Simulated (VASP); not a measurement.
Method: PBEsol GGA, VASP's PBE PAW potentials (set 64) (plane waves; VASP).

VASP input:

### INCAR
```
SYSTEM = HfC
PREC = Accurate
ENCUT = 600
EDIFF = 1E-7
NELM = 100
ALGO = Normal
LREAL = .FALSE.
LASPH = .TRUE.
ISMEAR = 1
SIGMA = 0.1
GGA = PS
LMAXMIX = 6
LWAVE = .FALSE.
LCHARG = .FALSE.
ISIF = 2
```

File KPOINTS:
```
Automatic mesh
0
Gamma
12 12 12
0 0 0
```

File POSCAR:
```
HfC
4.7440640
  0.0000000000   0.4854368723   0.4999999785
  0.4854368723   0.0000000000   0.4999999785
  0.4854368723   0.4854368723   0.0000000000
Hf C
1 1
Cart
  0.0000000000   0.0000000000   0.0000000000
  0.4854368723   0.4854368723   0.4999999785
```

POTCAR, in this order: Hf_pv C (PBE.64 set). Program: vasp_std.

**Question.** What will the output report for the number of irreducible k-points (NKPTS), number of bands (NBANDS), largest plane-wave count, number of space-group operations, FFT grid (NGX, NGY, NGZ)?

**Answer.** 
| Property | Result |
|---|---|
| number of irreducible k-points (NKPTS) | 163 |
| number of bands (NBANDS) | 11 |
| largest plane-wave count | 885 |
| number of space-group operations | 16 |
| FFT grid (NGX, NGY, NGZ) | 28 × 28 × 28 |

The compound is HfC in the rock salt structure. This cell was strained or had an atom moved on purpose.
